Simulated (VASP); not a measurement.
## Mn2P2Br: single point with PBE0

The system is Mn2P2Br.

```
Br P Mn
1.0
     2.18312    3.63464   -0.06640
    -2.07287    3.57099   -0.04406
    -0.03794   -0.10828    6.93569
Br P Mn
1 2 2
Direct
  0.01813 0.98154 0.00837
  0.31726 0.32697 0.25302
  0.67266 0.65973 0.73802
  0.31982 0.34265 0.61882
  0.67359 0.66381 0.37349
```

The cell was built by a generator and needn't be a form met in nature.

- Program: VASP 6.6.1
- Task: single point
- Functional: PBE0
- Potentials or basis: VASP PAW PBE potentials, release 64 (Br, P, Mn_pv)
- Cutoff: 520 eV
- k mesh: 3 × 3 × 2
- Occupations: fermi-dirac, width 0.0944 eV
- Spin: collinear spin, typed start
- Starting moments: [-0.37, -0.55, -0.47, 4.16, 4.14] μB
- Dipole correction: no
- Exchange at q = 0: truncated
- Grid for exact exchange (PRECFOCK): Fast
- Further INCAR settings: ALGO = Normal; EDIFF = 1e-06; NBANDS = 34

The pressure is -0.6 GPa. The largest force is 2.172 eV/Å. The band gap on the k mesh is none (metal or under the smearing width) and the net moment is 7.00 μB per cell. The site moments are Br -0.35; P -0.45, -0.39; Mn +4.23, +4.22 μB. The valence electrons inside the program's atomic spheres are Br 4.83; P 2.44, 2.45; Mn 11.36.

Forces in eV/Å, atoms in the order of the input:
```
Br   0.067  0.210 -0.023
P   -0.031 -0.037  2.150
P   -0.218 -0.008 -2.161
Mn   0.248  0.039  0.405
Mn  -0.067 -0.205 -0.371
```

Stress tensor (GPa, compression positive):
```
-0.96 -0.09  0.69
-0.09 -0.26  0.82
 0.69  0.82 -0.55
```

Levels at points of the mesh, in eV from the Fermi level:
Spin up:
```tsv
k point	band 23	band 24	band 25	band 26	band 27	band 28
(0.00, 0.00, 0.00)	-2.56	0.37	0.73	2.02	2.28	2.52
(0.00, 0.00, 0.50)	-1.58	0.75	1.24	1.40	1.45	1.55
```
Spin down:
| k point | band 16 | band 17 | band 18 | band 19 | band 20 | band 21 |
| --- | --- | --- | --- | --- | --- | --- |
| (0.00, 0.00, 0.00) | -2.67 | -2.23 | -1.31 | 2.15 | 2.39 | 3.06 |
| (0.00, 0.00, 0.50) | -2.67 | -2.32 | -2.07 | 2.31 | 2.54 | 3.14 |

Wall time 21 min on 1 thread of Intel(R) Xeon(R) 6975P-C (Granite Rapids) (shared host), peak memory 0.32 GiB.

Caveat: the k mesh is coarse (spacing up to 0.58 Å⁻¹), so the values aren't converged, least of all with exact exchange; the PAW data sets were made with another functional, which shifts forces and pressure a little.
